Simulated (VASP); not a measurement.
All values below come from AM05 GGA, VASP's PBE PAW potentials (set 64) (plane waves; VASP 6.6.1).

VASP input:

**INCAR**
```
SYSTEM = LiF
PREC = Accurate
ENCUT = 520
EDIFF = 1E-7
NELM = 100
ALGO = Normal
LREAL = .FALSE.
LASPH = .TRUE.
ISMEAR = 0
SIGMA = 0.05
GGA = AM
LWAVE = .FALSE.
LCHARG = .FALSE.
LORBIT = 11
ICHARG = 11
```

File KPOINTS:
```
k-points along high-symmetry lines
15
Line-mode
Reciprocal
  0.000000   0.000000   0.000000 ! GAMMA
  0.500000   0.000000   0.500000 ! X

  0.500000   0.000000   0.500000 ! X
  0.625000   0.250000   0.625000 ! U

  0.375000   0.375000   0.750000 ! K
  0.000000   0.000000   0.000000 ! GAMMA

  0.000000   0.000000   0.000000 ! GAMMA
  0.500000   0.500000   0.500000 ! L

  0.500000   0.500000   0.500000 ! L
  0.500000   0.250000   0.750000 ! W

  0.500000   0.250000   0.750000 ! W
  0.500000   0.000000   0.500000 ! X
```

File POSCAR:
```
LiF
1.0
  0.0000000000   2.0160007253   2.0160007253
  2.0160007253   0.0000000000   2.0160007253
  2.0160007253   2.0160007253   0.0000000000
Li F
1 1
Cart
  2.0160007253   4.0320014506   2.0160007253
  2.0160007253   2.0160007253   2.0160007253
```

POTCAR, in this order: Li_sv F (PBE.64 set). Program: vasp_std. Read from the step before: CHGCAR.

The run wrote:

### OUTCAR
```
 ion  position               nearest neighbor table
   1  0.000  0.000  0.000-   2 2.02   2 2.02   2 2.02   2 2.02   2 2.02   2 2.02
   2  0.500  0.500  0.500-   1 2.02   1 2.02   1 2.02   1 2.02   1 2.02   1 2.02
  LATTYP: Found a face centered cubic cell.
 ALAT       =     4.0320014506
 Subroutine PRICEL returns:
 Original cell was already a primitive cell.
 Subroutine GETGRP returns: Found 48 space group operations
The static configuration has the point symmetry O_h .
The dynamic configuration has the point symmetry O_h .
 Subroutine INISYM returns: Found 48 space group operations
   k-points           NKPTS =     90   k-points in BZ     NKDIM =     90   number of bands    NBANDS=      9
   number of dos      NEDOS =    301   number of ions     NIONS =      2
   total plane-waves  NPLWV =  13824
   dimension x,y,z NGX =    24 NGY =   24 NGZ =   24
   dimension x,y,z NGXF=    48 NGYF=   48 NGZF=   48
   ions per type =               1   1
   PREC   = accura    normal or accurate (medium, high low for compatibility)
   ISTART =      0    job   : 0-new  1-cont  2-samecut
   ICHARG =     11    charge: 1-file 2-atom 10-const
   ISPIN  =      1    spin polarized calculation?
   LNONCOLLINEAR =      F non collinear calculations
   LSORBIT =      F    spin-orbit coupling
   INIWAV =      1    electr: 0-lowe 1-rand  2-diag
   ENCUT  =  520.0 eV  38.22 Ry    6.18 a.u.   5.30  5.30  5.30*2*pi/ulx,y,z
   NELM   =    100;   NELMIN=  2; NELMDL= -5     # of ELM steps
   EDIFF  = 0.1E-06   stopping-criterion for ELM
   LREAL  =      F    real-space projection
   NLSPLINE    = F    spline interpolate recip. space projectors
   LMAXMIX     =    2 max onsite mixed and CHGCAR
   VOSKOWN=      0    Vosko Wilk Nusair interpolation
   EDIFFG = 0.1E-05   stopping-criterion for IOM
   NSW    =      0    number of steps for IOM
   NBLOCK =      1;   KBLOCK =      1    inner block; outer block
   IBRION =     -1    ionic relax: 0-MD 1-quasi-New 2-CG
   NFREE  =      0    steps in history (QN), initial steepest desc. (CG)
   ISIF   =      2    stress and relaxation
   ISYM   =      2    0-nonsym 1-usesym 2-fastsym
   TEIN   =    0.0    initial temperature
   TEBEG  =    0.0;   TEEND  =   0.0 temperature during run
...
```

OSZICAR:
```
       N       E                     dE             d eps       ncg     rms          rms(c)
DAV:   1     0.326428299328E+02    0.32643E+02   -0.56817E+03  1708   0.114E+03
DAV:   2    -0.832411429048E+01   -0.40967E+02   -0.40098E+02  1776   0.205E+02
DAV:   3    -0.933442050388E+01   -0.10103E+01   -0.10082E+01  2180   0.309E+01
DAV:   4    -0.934332798941E+01   -0.89075E-02   -0.89030E-02  2087   0.267E+00
DAV:   5    -0.934341216786E+01   -0.84178E-04   -0.84178E-04  2133   0.165E-01
DAV:   6    -0.934341344926E+01   -0.12814E-05   -0.12814E-05  2091   0.157E-02
DAV:   7    -0.934341346743E+01   -0.18176E-07   -0.18200E-07  2148   0.138E-03
   1 F= -.93434135E+01 E0= -.93434135E+01  d E =-.384753E-18
```

OUTCAR:
```
 val. band max:       -1.0384869973   @ k =   0.0536   0.0536   0.1071

 cond. band min:       8.0270546589   @ k =   0.0000   0.0000   0.0000



 k-point     1 :       0.0000    0.0000    0.0000
  band No.  band energies     occupation
      1     -41.0728      2.00000
      2     -20.8146      2.00000
      3      -1.0395      2.00000
      4      -1.0395      2.00000
      5      -1.0395      2.00000
      6       8.0271      0.00000
      7      22.7070      0.00000
      8      22.7077      0.00000
      9      22.8024      0.00000

 k-point     2 :       0.0357    0.0000    0.0357
  band No.  band energies     occupation
      1     -41.0714      2.00000
      2     -20.8067      2.00000
      3      -1.0734      2.00000
      4      -1.0525      2.00000
      5      -1.0525      2.00000
      6       8.0833      0.00000
      7      22.0987      0.00000
      8      22.1040      0.00000
      9      22.5543      0.00000

 k-point     3 :       0.0714    0.0000    0.0714
  band No.  band energies     occupation
      1     -41.0683      2.00000
      2     -20.7862      2.00000
      3      -1.1741      2.00000
      4      -1.0909      2.00000
      5      -1.0909      2.00000
      6       8.2393      0.00000
      7      21.4136      0.00000
      8      21.4136      0.00000
      9      21.7906      0.00000

 k-point     4 :       0.1071    0.0000    0.1071
  band No.  band energies     occupation
      1     -41.0634      2.00000
      2     -20.7529      2.00000
      3      -1.3382      2.00000
      4      -1.1525      2.00000
      5      -1.1525      2.00000
      6       8.4946      0.00000
      7      20.8164      0.00000
      8      20.8281      0.00000
      9      20.8315      0.00000

 k-point     5 :       0.1429    0.0000    0.1429
  band No.  band energies     occupation
      1     -41.0567      2.00000
      2     -20.7065      2.00000
      3      -1.5600      2.00000
      4      -1.2339      2.00000
...
```

The density is held fixed in this step, so its total energy and stress have no physical meaning.

The compound is LiF in the rock salt structure. It was relaxed first.
